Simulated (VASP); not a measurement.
VASP ran on this input.

**KPOINTS**
```
Automatic mesh
0
G
7 7 7
```

POSCAR:
```
KBr
1
   -0.0000000000     3.1228836476     3.1228836476
    3.1228836476     0.0000000000     3.1228836476
    3.1228836476     3.1228836476     0.0000000000
K Br
1 1
Direct
  0.0000000000   0.0000000000   0.0000000000
  0.5000000000   0.5000000000   0.5000000000
```

**INCAR**
```
# general
SYSTEM  = KBr
PREC    = Accurate
ENCUT   = 500
LREAL   = .FALSE.
LASPH   = .TRUE.

# electronic loop
EDIFF   = 1E-6
NELM    = 100
ALGO    = Normal
LMAXMIX = 4

# smearing
ISMEAR  = 0
SIGMA   = 0.05

# functional
GGA     = PE

# ions
IBRION  = 2
NSW     = 40
ISIF    = 3
EDIFFG  = -0.02
PSTRESS = 50

# output
LWAVE   = .FALSE.
LCHARG  = .FALSE.
```

POTCAR, in this order: K_sv Br (PBE.64 set). Program: vasp_std.

Question: Write an equivalent input for Ansatz.

Answer: One equivalent input (not run):
Ansatz 0.2 input:
```yaml
crystal:
  lattice:
    - [0.0000000, 3.1228836, 3.1228836]
    - [3.1228836, 0.0000000, 3.1228836]
    - [3.1228836, 3.1228836, 0.0000000]
  atoms:
    - { symbol: K, position: [0.0000000, 0.0000000, 0.0000000] }
    - { symbol: Br, position: [0.5000000, 0.5000000, 0.5000000] }
kpoints:
  mp_grid: { grid: [7, 7, 7] }
hamiltonian:
  xc: pbe
  pseudopotentials: { kind: paw }
scf:
  occupations: { method: gaussian, width: 0.05 }
  max_iter: 100
relax:
  max_steps: 40
  f_tol: 0.02
  cell: { p_target: 5 }
output: { forces: true, stress: true, eigenvalues: true }
```
What does not carry over: each code has its own PAW files, so the cut-off isn't converted (ENCUT is set for VASP's; basis.ecutwfc is left out, and Ansatz then takes the one that its files recommend); Ansatz stops its SCF on the density residual and VASP on the energy change (EDIFF).

The compound is KBr in the rock salt structure. This run relaxes it under an external pressure of 5 GPa. Symmetry was kept, so distortions that lower it aren't found.
